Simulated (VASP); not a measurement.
Method: optB88-vdW, VASP's PBE PAW potentials (set 64) (plane waves; VASP).

A VASP calculation is set up with these files.

POSCAR:
```
Fe
1
   -1.4233939982     1.4233939982     1.4233939982
    1.4233939982    -1.4233939982     1.4233939982
    1.4233939982     1.4233939982    -1.4233939982
Fe
1
Direct
  0.0000000000   0.0000000000   0.0000000000
```

### INCAR
```
SYSTEM = Fe
PREC = Accurate; ENCUT = 520; LREAL = .False.
LASPH = .True.
EDIFF = 1E-7; NELM = 100; ALGO = Normal
LMAXMIX = 4
ISMEAR = 1; SIGMA = 0.1
GGA = BO; LUSE_VDW = .True.; AGGAC = 0.0
PARAM1 = 0.1833333333; PARAM2 = 0.22
ISPIN = 2; MAGMOM = 2.1
ISIF = 2
LWAVE = .False.; LCHARG = .False.; LORBIT = 10
```

### KPOINTS
```
Automatic mesh
0
Gamma
18 18 18
0 0 0
```

POTCAR, in this order: Fe (PBE.64 set). Program: vasp_std.

Task: Predict the energy per atom (σ→0), cell moment, pressure, band gap (on the k-mesh).

Result: 
```json
{
 "energy per atom (σ→0)": "-5.644 eV/atom",
 "cell_moment": "2.17 μB",
 "band gap (on the k-mesh)": "none (metal, semimetal or under 0.01 eV)",
 "pressure": "-5.15 GPa"
}
```

OSZICAR:
```
...
DAV:   9    -0.564377843044E+01    0.65584E-02   -0.91576E-03  8873   0.839E-01    0.415E-01
DAV:  10    -0.564412134914E+01   -0.34292E-03   -0.29164E-03  8695   0.618E-01    0.169E-01
DAV:  11    -0.564419523950E+01   -0.73890E-04   -0.29461E-04  7744   0.248E-01    0.426E-02
DAV:  12    -0.564420428613E+01   -0.90466E-05   -0.20169E-05  8758   0.596E-02    0.121E-02
DAV:  13    -0.564420591942E+01   -0.16333E-05   -0.44816E-06  8250   0.228E-02    0.166E-02
DAV:  14    -0.564420551384E+01    0.40557E-06   -0.25891E-06  8799   0.188E-02    0.134E-03
DAV:  15    -0.564420542084E+01    0.93001E-07   -0.18974E-08  3615   0.182E-03
   1 F= -.56442054E+01 E0= -.56441178E+01  d E =-.262952E-03  mag=     2.1725
```

The compound is Fe in the bcc structure. This cell is one point of a volume scan, at 1.03 of the reference volume.
